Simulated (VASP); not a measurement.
Method: r2SCAN meta-GGA, VASP's PBE PAW potentials (set 64) (plane waves; VASP 6.6.1).

VASP input:

KPOINTS:
```
Automatic mesh
0
Gamma
10 10 10
```

**INCAR**
```
EDIFFG = -0.02
LMAXMIX = 4
ISIF = 3   ! ions, shape and volume
SIGMA = 0.1   ! width (eV)
LWAVE = .False.
LCHARG = .False.
IBRION = 2   ! conjugate gradients
ENCUT = 400   ! plane-wave cut-off (eV)
ALGO = Normal
SYSTEM = ZrH2
PREC = Accurate
NELM = 100   ! most electronic steps
NSW = 60
METAGGA = R2SCAN
LMIXTAU = .True.
EDIFF = 1E-6   ! SCF stop (eV)
LASPH = .True.
LREAL = .False.   ! projection in real space or not
ISMEAR = 1   ! Methfessel-Paxton
```

POSCAR:
```
ZrH2
1
    0.0000000000     2.3751020711     2.3751020711
    2.3751020711    -0.0000000000     2.3751020711
    2.3751020711     2.3751020711     0.0000000000
Zr H
1 2
Direct
  1.0000000000   0.0000000000   0.0000000000
  0.7500000000   0.7500000000   0.7500000000
  0.2500000000   0.2500000000   0.2500000000
```

POTCAR, in this order: Zr_sv H (PBE.64 set). Program: vasp_std.

Output of the run:

OUTCAR:
```
 ion  position               nearest neighbor table
   1  0.000  0.000  0.000-   2 2.06   2 2.06   2 2.06   2 2.06   3 2.06   3 2.06   3 2.06   3 2.06
  LATTYP: Found a face centered cubic cell.
 ALAT       =     4.7502041422
 Subroutine PRICEL returns:
 Original cell was already a primitive cell.
 Subroutine GETGRP returns: Found 48 space group operations
The static configuration has the point symmetry O_h .
The dynamic configuration has the point symmetry O_h .
 Subroutine INISYM returns: Found 48 space group operations
 Subroutine IBZKPT returns following result:
 Found     47 irreducible k-points:

 Following reciprocal coordinates:
            Coordinates               Weight
  0.000000  0.000000  0.000000      1.000000
  0.100000  0.000000  0.000000      8.000000
  0.200000  0.000000  0.000000      8.000000
  0.300000  0.000000  0.000000      8.000000
  0.400000  0.000000  0.000000      8.000000
  0.500000  0.000000  0.000000      4.000000
  0.100000  0.100000  0.000000      6.000000
  0.200000  0.100000  0.000000     24.000000
  0.300000  0.100000  0.000000     24.000000
  0.400000  0.100000  0.000000     24.000000
  0.500000  0.100000  0.000000     24.000000
 -0.400000  0.100000  0.000000     24.000000
 -0.300000  0.100000  0.000000     24.000000
 -0.200000  0.100000  0.000000     24.000000
 -0.100000  0.100000  0.000000     12.000000
  0.200000  0.200000  0.000000      6.000000
  0.300000  0.200000  0.000000     24.000000
  0.400000  0.200000  0.000000     24.000000
  0.500000  0.200000  0.000000     24.000000
 -0.400000  0.200000  0.000000     24.000000
 -0.300000  0.200000  0.000000     24.000000
 -0.200000  0.200000  0.000000     12.000000
  0.300000  0.300000  0.000000      6.000000
  0.400000  0.300000  0.000000     24.000000
  0.500000  0.300000  0.000000     24.000000
...
```

**OSZICAR**
```
       N       E                     dE             d eps       ncg     rms          rms(c)
DAV:   1     0.561393501097E+02    0.56139E+02   -0.70599E+03  1042   0.107E+03
DAV:   2    -0.352442309829E+02   -0.91384E+02   -0.89091E+02  1166   0.292E+02
DAV:   3    -0.388190570057E+02   -0.35748E+01   -0.35315E+01  1628   0.496E+01
DAV:   4    -0.389046867151E+02   -0.85630E-01   -0.85250E-01  1279   0.724E+00
DAV:   5    -0.389083410773E+02   -0.36544E-02   -0.36528E-02  1523   0.910E-01    0.200E+01
DAV:   6    -0.312177121282E+02    0.76906E+01   -0.45783E+00  1414   0.216E+01    0.590E+00
DAV:   7    -0.323788815664E+02   -0.11612E+01   -0.11861E+00  1286   0.882E+00    0.148E+00
DAV:   8    -0.312394869347E+02    0.11394E+01   -0.82405E-01  1415   0.895E+00    0.917E-01
DAV:   9    -0.315063224389E+02   -0.26684E+00   -0.44169E-01  1154   0.614E+00    0.419E-01
DAV:  10    -0.315180488018E+02   -0.11726E-01   -0.12478E-02  1343   0.108E+00    0.265E-01
DAV:  11    -0.315338739646E+02   -0.15825E-01   -0.76434E-03  1086   0.995E-01    0.118E-01
DAV:  12    -0.315230223191E+02    0.10852E-01   -0.16321E-02  1101   0.135E+00    0.763E-02
DAV:  13    -0.315230212754E+02    0.10437E-05   -0.33461E-04  1472   0.181E-01    0.692E-02
DAV:  14    -0.315230251072E+02   -0.38318E-05   -0.35031E-06  1142   0.188E-02    0.678E-02
DAV:  15    -0.315230612585E+02   -0.36151E-04   -0.22100E-04  1145   0.171E-01    0.170E-02
DAV:  16    -0.315230590379E+02    0.22206E-05   -0.36380E-05  1149   0.665E-02    0.133E-02
DAV:  17    -0.315230629970E+02   -0.39591E-05   -0.29950E-06  1178   0.184E-02    0.128E-02
DAV:  18    -0.315230698356E+02   -0.68386E-05   -0.70819E-06  1220   0.285E-02    0.523E-03
DAV:  19    -0.315230739579E+02   -0.41223E-05   -0.72053E-07   708   0.944E-03    0.386E-03
DAV:  20    -0.315230717957E+02    0.21623E-05   -0.24110E-07   568   0.513E-03    0.263E-03
DAV:  21    -0.315230739260E+02   -0.21303E-05   -0.30710E-07   559   0.627E-03    0.828E-04
DAV:  22    -0.315230729606E+02    0.96532E-06   -0.41449E-08   553   0.179E-03
   1 F= -.31523073E+02 E0= -.31522955E+02  d E =-.315231E+02
       N       E                     dE             d eps       ncg     rms          rms(c)
DAV:   1    -0.316158069334E+02   -0.92733E-01   -0.30825E+00  1112   0.213E+01    0.304E+00
DAV:   2    -0.315348095700E+02    0.80997E-01   -0.25493E-01  1139   0.618E+00    0.905E-01
DAV:   3    -0.315258838245E+02    0.89257E-02   -0.98071E-02  1358   0.290E+00    0.525E-01
DAV:   4    -0.315280224562E+02   -0.21386E-02   -0.65344E-03  1148   0.887E-01    0.246E-01
DAV:   5    -0.315293778125E+02   -0.13554E-02   -0.64093E-03  1488   0.723E-01    0.783E-02
DAV:   6    -0.315306454940E+02   -0.12677E-02   -0.12744E-03  1098   0.417E-01    0.618E-02
DAV:   7    -0.315307395863E+02   -0.94092E-04   -0.33958E-04  1521   0.170E-01    0.204E-02
DAV:   8    -0.315307561740E+02   -0.16588E-04   -0.46030E-05  1321   0.768E-02    0.324E-03
DAV:   9    -0.315307673821E+02   -0.11208E-04   -0.73351E-06  1486   0.313E-02    0.389E-03
DAV:  10    -0.315307696418E+02   -0.22597E-05   -0.75774E-07   672   0.111E-02    0.282E-03
DAV:  11    -0.315307683666E+02    0.12752E-05   -0.34562E-07   538   0.708E-03    0.270E-04
DAV:  12    -0.315307687299E+02   -0.36328E-06   -0.46594E-08   535   0.196E-03
   2 F= -.31530769E+02 E0= -.31530649E+02  d E =-.769577E-02
       N       E                     dE             d eps       ncg     rms          rms(c)
DAV:   1    -0.315339314092E+02   -0.31630E-02   -0.99210E-02  1109   0.379E+00    0.554E-01
DAV:   2    -0.315312547965E+02    0.26766E-02   -0.76884E-03  1139   0.108E+00    0.158E-01
DAV:   3    -0.315309465351E+02    0.30826E-03   -0.30923E-03  1381   0.521E-01    0.984E-02
DAV:   4    -0.315310257366E+02   -0.79202E-04   -0.22750E-04  1146   0.167E-01    0.436E-02
DAV:   5    -0.315310762066E+02   -0.50470E-04   -0.22314E-04  1458   0.141E-01    0.149E-02
DAV:   6    -0.315311332318E+02   -0.57025E-04   -0.49898E-05  1095   0.809E-02    0.104E-02
DAV:   7    -0.315311397099E+02   -0.64781E-05   -0.10603E-05  1561   0.285E-02    0.414E-03
DAV:   8    -0.315311402303E+02   -0.52043E-06   -0.99292E-07   686   0.122E-02
   3 F= -.31531140E+02 E0= -.31531022E+02  d E =-.806727E-02
```

### OUTCAR
```
------------------------ aborting loop because EDIFF is reached ----------------------------------------
  FORCE on cell =-STRESS in cart. coord.  units (eV):
  Direction    XX          YY          ZZ          XY          YZ          ZX
  --------------------------------------------------------------------------------------
  Total        0.0014356      0.0014356      0.0014356      0.0000000      0.0000000      0.0000000
  in kB        0.0836911      0.0836911      0.0836911      0.0000000      0.0000000      0.0000000
  external PRESSURE =       0.0836911 kB  Pullay stress =       0.0000000 kB
  volume of cell :       27.48
      direct lattice vectors                 reciprocal lattice vectors
     0.000000000  2.395225102  2.395225102    -0.208748647  0.208748647  0.208748647
     2.395225102 -0.000000000  2.395225102     0.208748647 -0.208748647  0.208748647
     2.395225102  2.395225102  0.000000000     0.208748647  0.208748647 -0.208748647
 POSITION                                       TOTAL-FORCE (eV/Angst)
 -----------------------------------------------------------------------------------
      0.00000      0.00000      0.00000         0.000000      0.000000      0.000000
      3.59284      3.59284      3.59284        -0.000000     -0.000000     -0.000000
      1.19761      1.19761      1.19761        -0.000000      0.000000      0.000000
 -----------------------------------------------------------------------------------
    total drift:                               -0.000000      0.000000      0.000000
  FREE ENERGIE OF THE ION-ELECTRON SYSTEM (eV)
  ---------------------------------------------------
  free  energy   TOTEN  =       -31.5311402303 eV

  energy  without entropy=      -31.5307842863  energy(sigma->0) =      -31.53102158

 reached required accuracy - stopping structural energy minimisation
```
(Selected blocks of OUTCAR.)

CONTCAR:
```
ZrH2
   1.00000000000000
     0.0000000000000000    2.3952251024347277    2.3952251024347277
     2.3952251024347277   -0.0000000000000000    2.3952251024347277
     2.3952251024347277    2.3952251024347277    0.0000000000000000
  Zr              H
     1     2
Direct
     0.0000000000000000    0.0000000000000000    0.0000000000000000
     0.7500000000000000    0.7500000000000000    0.7500000000000000
     0.2500000000000000    0.2500000000000000    0.2500000000000000
```

Energy and stress use the plane-wave basis of the starting cell.

The structure comes from a computed database's ZrH2 entry (Fm-3m); how it stands against other phases isn't given here. This run relaxes it. Symmetry was kept, so distortions that lower it aren't found. The start is the result of an earlier pass.
